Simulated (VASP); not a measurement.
Input of a VASP 6.6.1 run:

File INCAR:

```
SYSTEM = Be
ALGO = Normal
EDIFF = 1E-7
EDIFFG = -0.01
ENCUT = 600
IBRION = 2
ISIF = 4
ISMEAR = 1
LASPH = .True.
LCHARG = .False.
LREAL = .False.
LWAVE = .False.
NELM = 80
NSW = 40
PREC = Accurate
SIGMA = 0.1
```

KPOINTS

```
k-points
0
Gamma
  18 18 10
  0 0 0
```

The input POSCAR:

```
Be                                      
1.0
    2.1811872047     -0.0000000000     -0.0000000000
   -1.0905936024      1.8889635297      0.0000000000
    0.0000000000     -0.0000000000      3.4536206287
  Be            
     2
Direct
     0.3333333332999970    0.6666666667000030    0.2500000000000000
     0.6666666667000030    0.3333333332999970    0.7500000000000000
```

Potentials or basis: VASP PAW LDA potentials, release 64 (Be).

Run with:

```console
$ cat potpaw_LDA.64/Be/POTCAR > POTCAR
$ mpirun -np 1 vasp_std > vasp.out
```

**Question.** Predict the band gap on the k mesh.

**Answer.** None (metal or under the smearing width).

**Question.** Estimate the energy gained by relaxing.

**Answer.** 0.0 meV/atom.

Final structure:
```yaml
crystal:
  lattice:
    - [2.17956, 0.00000, 0.00000]
    - [-1.08978, 1.88755, 0.00000]
    - [0.00000, 0.00000, 3.45878]
  atoms:
    - { symbol: Be, position: [0.33333, 0.66667, 0.25000] }
    - { symbol: Be, position: [0.66667, 0.33333, 0.75000] }
```
